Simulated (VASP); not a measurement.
These are PBE GGA, VASP's PBE PAW potentials (set 64) (plane waves; VASP 6.6.1) values and carry that method's errors.

VASP input:

INCAR:
```
ALGO  =  Normal
EDIFF  =  1E-7
ENCUT  =  480
GGA  =  PE
ISIF  =  2
ISMEAR  =  1
LASPH  =  T
LCHARG  =  F
LMAXMIX  =  6
LREAL  =  F
LWAVE  =  F
NELM  =  100
PREC  =  Accurate
SIGMA  =  0.1
SYSTEM  =  W
```

### KPOINTS
```
K-points
0
Gamma
14 14 14
0 0 0
```

File POSCAR:
```
W
2.7601220
 -0.5773502519   0.5773502519   0.5773502519
  0.5773502519  -0.5773502519   0.5773502519
  0.5773502519   0.5773502519  -0.5773502519
W
1
Cart
  0.0000000000   0.0000000000   0.0000000000
```

POTCAR, in this order: W_sv (PBE.64 set). Program: vasp_std.

What VASP printed:

File OSZICAR:
```
       N       E                     dE             d eps       ncg     rms          rms(c)
DAV:   1     0.706242941184E+02    0.70624E+02   -0.75693E+03  2312   0.137E+03
DAV:   2    -0.121781688199E+02   -0.82802E+02   -0.79801E+02  2444   0.317E+02
DAV:   3    -0.135801740150E+02   -0.14020E+01   -0.13908E+01  2664   0.411E+01
DAV:   4    -0.135874317147E+02   -0.72577E-02   -0.72565E-02  2429   0.319E+00
DAV:   5    -0.135874917117E+02   -0.59997E-04   -0.59999E-04  2585   0.294E-01    0.201E+01
DAV:   6    -0.130849887265E+02    0.50250E+00   -0.60067E-01  2435   0.103E+01    0.789E+00
DAV:   7    -0.129517242100E+02    0.13326E+00   -0.31888E-01  2525   0.703E+00    0.701E-01
DAV:   8    -0.129470291871E+02    0.46950E-02   -0.35813E-03  2354   0.866E-01    0.105E-01
DAV:   9    -0.129470498725E+02   -0.20685E-04   -0.70600E-05  2647   0.109E-01    0.579E-02
DAV:  10    -0.129470476129E+02    0.22595E-05   -0.11698E-05  2471   0.504E-02    0.146E-02
DAV:  11    -0.129470482656E+02   -0.65269E-06   -0.22168E-07  2365   0.531E-03    0.663E-04
DAV:  12    -0.129470481026E+02    0.16305E-06   -0.13816E-08  1240   0.129E-03    0.962E-05
DAV:  13    -0.129470481080E+02   -0.54813E-08   -0.73592E-10  1204   0.428E-04
   1 F= -.12947048E+02 E0= -.12947098E+02  d E =0.148697E-03
```

### OUTCAR
```
------------------------ aborting loop because EDIFF is reached ----------------------------------------
  FORCE on cell =-STRESS in cart. coord.  units (eV):
  Direction    XX          YY          ZZ          XY          YZ          ZX
  --------------------------------------------------------------------------------------
  Total        0.0036344      0.0036344      0.0036344      0.0000000      0.0000000      0.0000000
  in kB        0.3597340      0.3597340      0.3597340      0.0000000      0.0000000      0.0000000
  external PRESSURE =       0.3597340 kB  Pullay stress =       0.0000000 kB
  volume of cell :       16.19
      direct lattice vectors                 reciprocal lattice vectors
    -1.593557132  1.593557132  1.593557132     0.000000000  0.313763460  0.313763460
     1.593557132 -1.593557132  1.593557132     0.313763460  0.000000000  0.313763460
     1.593557132  1.593557132 -1.593557132     0.313763460  0.313763460  0.000000000
 POSITION                                       TOTAL-FORCE (eV/Angst)
 -----------------------------------------------------------------------------------
      0.00000      0.00000      0.00000         0.000000     -0.000000      0.000000
 -----------------------------------------------------------------------------------
    total drift:                                0.000000     -0.000000     -0.000000
  FREE ENERGIE OF THE ION-ELECTRON SYSTEM (eV)
  ---------------------------------------------------
  free  energy   TOTEN  =       -12.9470481080 eV

  energy  without entropy=      -12.9471968051  energy(sigma->0) =      -12.94709767
```
(Selected blocks of OUTCAR.)

The compound is W in the bcc structure. It was relaxed first.
